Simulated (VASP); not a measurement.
These are PW91 GGA, VASP's PBE PAW potentials (set 64) (plane waves; VASP 6.6.1) values and carry that method's errors.

Input for VASP

POSCAR:
```
CdF2
1
    0.0000000000     2.7384881804     2.7384881804
    2.7384881804     0.0000000000     2.7384881804
    2.7384881804     2.7384881804    -0.0000000000
Cd F
1 2
Direct
  0.0000000000   0.0000000000   0.0000000000
  0.2500000000   0.2500000000   0.2500000000
  0.7500000000   0.7500000000   0.7500000000
```

INCAR:
```
! general
SYSTEM =CdF2
PREC   =Accurate
ENCUT  =520
LREAL  =F
LASPH  =T

! electronic loop
EDIFF  =1E-6
NELM   =100
ALGO   =Normal
LMAXMIX=4

! smearing
ISMEAR =0
SIGMA  =0.05

! functional
GGA    =91

! ions
IBRION =2
NSW    =60
ISIF   =3
EDIFFG =-0.02

! output
LWAVE  =F
LCHARG =F
```

**KPOINTS**
```
Automatic
0
Gamma
 6 6 6
```

POTCAR, in this order: Cd F (PBE.64 set). Program: vasp_std.

The resulting files:

OSZICAR:
```
       N       E                     dE             d eps       ncg     rms          rms(c)
DAV:   1     0.199599504622E+03    0.19960E+03   -0.15866E+04   568   0.155E+03
DAV:   2    -0.429809236539E+01   -0.20390E+03   -0.20037E+03   623   0.381E+02
DAV:   3    -0.128584792928E+02   -0.85604E+01   -0.85404E+01   575   0.881E+01
DAV:   4    -0.129000921831E+02   -0.41613E-01   -0.41608E-01   613   0.624E+00
DAV:   5    -0.129002523827E+02   -0.16020E-03   -0.16020E-03   607   0.330E-01    0.975E+00
DAV:   6    -0.110235235165E+02    0.18767E+01   -0.57195E+00   705   0.460E+01    0.690E+00
DAV:   7    -0.110620428033E+02   -0.38519E-01   -0.87947E-01   545   0.988E+00    0.410E+00
DAV:   8    -0.110529823353E+02    0.90605E-02   -0.18414E-01   581   0.426E+00    0.758E-01
DAV:   9    -0.110426380116E+02    0.10344E-01   -0.45097E-02   640   0.250E+00    0.111E-01
DAV:  10    -0.110432166218E+02   -0.57861E-03   -0.37274E-03   547   0.760E-01    0.122E-01
DAV:  11    -0.110433167620E+02   -0.10014E-03   -0.19551E-04   612   0.180E-01    0.521E-02
DAV:  12    -0.110433790310E+02   -0.62269E-04   -0.13172E-04   563   0.993E-02    0.167E-02
DAV:  13    -0.110433826206E+02   -0.35897E-05   -0.55185E-06   604   0.197E-02    0.643E-03
DAV:  14    -0.110433829819E+02   -0.36127E-06   -0.21041E-06   491   0.200E-02
   1 F= -.11043383E+02 E0= -.11043383E+02  d E =-.110434E+02
```

File OUTCAR:
```
------------------------ aborting loop because EDIFF is reached ----------------------------------------
  FORCE on cell =-STRESS in cart. coord.  units (eV):
  Direction    XX          YY          ZZ          XY          YZ          ZX
  --------------------------------------------------------------------------------------
  Total        0.0549319      0.0549319      0.0549319      0.0000000      0.0000000     -0.0000000
  in kB        2.1427540      2.1427540      2.1427540      0.0000000      0.0000000     -0.0000000
  external PRESSURE =       2.1427540 kB  Pullay stress =       0.0000000 kB
  volume of cell :       41.07
      direct lattice vectors                 reciprocal lattice vectors
     0.000000000  2.738488180  2.738488180    -0.182582493  0.182582493  0.182582493
     2.738488180  0.000000000  2.738488180     0.182582493 -0.182582493  0.182582493
     2.738488180  2.738488180  0.000000000     0.182582493  0.182582493 -0.182582493
 POSITION                                       TOTAL-FORCE (eV/Angst)
 -----------------------------------------------------------------------------------
      0.00000      0.00000      0.00000         0.000000      0.000000      0.000000
      1.36924      1.36924      1.36924        -0.000000     -0.000000     -0.000000
      4.10773      4.10773      4.10773         0.000000      0.000000      0.000000
 -----------------------------------------------------------------------------------
    total drift:                                0.000000     -0.000000      0.000000
  FREE ENERGIE OF THE ION-ELECTRON SYSTEM (eV)
  ---------------------------------------------------
  free  energy   TOTEN  =       -11.0433829819 eV

  energy  without entropy=      -11.0433829819  energy(sigma->0) =      -11.04338298

 reached required accuracy - stopping structural energy minimisation
```
(Selected blocks of OUTCAR.)

The compound is CdF2 in the fluorite structure. It was relaxed first. The start is the result of an earlier pass.
